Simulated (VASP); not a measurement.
Crystal: InPd.

```
CELL_PARAMETERS angstrom
3.27188 0.00000 0.00000
0.00000 3.27188 0.00000
0.00000 0.00000 3.27188
ATOMIC_POSITIONS crystal
In 0.00000 0.00000 0.00000
Pd 0.50000 0.50000 0.50000
```

The cell comes from a database or a generator and needn't be the stable form of this composition.

| Item | Value |
| --- | --- |
| Program | VASP 6.6.1 |
| Task | relaxation of cell and atoms |
| Functional | PBEsol |
| Potentials or basis | VASP PAW PBE potentials, release 64 (In_d, Pd) |
| Cutoff | 600 eV |
| k mesh | 12 × 12 × 12 |
| Occupations | methfessel-paxton, width 0.1 eV |
| Spin | no spin polarisation |

At the start: pressure -2.8 GPa; volume 17.51 Å³/atom.

How do energy, volume and symmetry change on relaxing?

Over 6 steps the energy falls by 3.4 meV/atom and the volume is 17.15 Å³/atom (-2.1 %); space group Pm-3m (No. 221, to 0.05 Å).

Step by step:
```csv
step,energy change (eV),largest force (eV/Å),pressure (GPa),volume (Å³)
1,0.0000,0.0000,-2.77,35.03
2,0.0011,0.0000,3.37,33.51
3,-0.0067,0.0000,0.10,34.28
4,-0.0067,0.0000,-0.10,34.30
5,-0.0067,0.0000,-0.10,34.30
6,-0.0067,0.0000,-0.09,34.30
```

Final structure:
```xyz
2
Lattice="3.2490 0.0000 0.0000 0.0000 3.2490 0.0000 0.0000 0.0000 3.2490" Properties=species:S:1:pos:R:3 pbc="T T T"
In    0.0000    0.0000    0.0000
Pd    1.6245    1.6245    1.6245
```

Caveat: the PAW data sets were made with another functional, which shifts forces and pressure a little.
